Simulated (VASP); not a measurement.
SiC (wurtzite):

```yaml
crystal:
  lattice:
    - [1.54000, -2.66736, 0.00000]
    - [1.54000, 2.66736, 0.00000]
    - [0.00000, 0.00000, 5.05000]
  atoms:
    - { symbol: Si, position: [0.66667, 0.33333, 0.50000] }
    - { symbol: Si, position: [0.33333, 0.66667, 0.00000] }
    - { symbol: C, position: [0.66667, 0.33333, 0.87500] }
    - { symbol: C, position: [0.33333, 0.66667, 0.37500] }
```

The lowest empty band near K, direction to Γ, from PBE with spin-orbit coupling in VASP (PAW); its two spin partners are averaged. The gap over the points computed is 2.25 eV, and the next band on that side lies 5.89 eV away at the edge.

Numerical set-up: 520 eV cut-off, 9×9×5 Γ-centred mesh, Gaussian smearing of 0.050 eV, potentials Si C.

```json
[
 {"distance from the edge in k (1/Å)": "0.025", "distance in energy (meV)": "5.4"},
 {"distance from the edge in k (1/Å)": "0.035", "distance in energy (meV)": "10.6"},
 {"distance from the edge in k (1/Å)": "0.050", "distance in energy (meV)": "21.5"},
 {"distance from the edge in k (1/Å)": "0.070", "distance in energy (meV)": "41.9"}
]
```

Question: Fit E(1 + αE) = ħ²k²/2m* (ħ²/2m0 = 3.810 eV Å²) and predict the row at 0.095 1/Å.

Answer: The rows don't resolve α, so a parabola serves: the electron mass is m* = 0.445 m0, and so 77.3 meV. The run gave 76.6 meV, -0.7 meV from the fit.

Left out are points under 3 meV from the edge, since the levels carry 0.1 meV, and points farther than half the way to the next band.

The compound is SiC in the wurtzite structure, the rare 2H polytype. The cell was not relaxed at this level.
